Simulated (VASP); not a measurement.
Input:

```
KMgF3
1.0
    4.03689     0.00000     0.00000
    0.00000     4.03689     0.00000
    0.00000     0.00000     4.03689
K Mg F
1 1 3
Direct
  0.00000   0.00000   0.00000
  0.50000   0.50000   0.50000
  0.50000   0.00000   0.50000
  0.00000   0.50000   0.50000
  0.50000   0.50000   0.00000
```

Method: PW91 GGA, VASP's PBE PAW potentials (set 64) (plane waves; VASP). Run with 520 eV cut-off, Gaussian smearing of 0.050 eV, potentials K_sv Mg F.

Q: Give the energies of bands 8 to 17 at the high-symmetry points, in eV from the valence-band maximum.

A: 
```
band      Γ      X      M      R
----  -----  -----  -----  -----
8     -2.34  -2.19  -3.00  -3.76
9     -2.34  -2.19  -2.02  -1.60
10    -2.34  -2.11  -1.82  -1.60
11    -0.59  -1.37  -1.09  -1.60
12    -0.59  -0.82  -0.97  -1.08
13    -0.59  -0.82  -0.97  -1.08
14    -0.32  -0.81  -0.86   0.00
15    -0.32  -0.51  -0.86   0.00
16    -0.32  -0.51  -0.02   0.00
17     7.06   9.90  10.70  10.31
```

The gap is indirect, 7.06 eV, from the valence maximum at R to the conduction minimum at Γ.

Measured: gap 12.40 eV (computed value off by -5.34 eV), as given by M. Sahnoun et al., Materials Chemistry and Physics (2004), doi:10.1016/j.matchemphys.2004.11.019.

The compound is KMgF3 in the cubic perovskite structure. It was relaxed first.
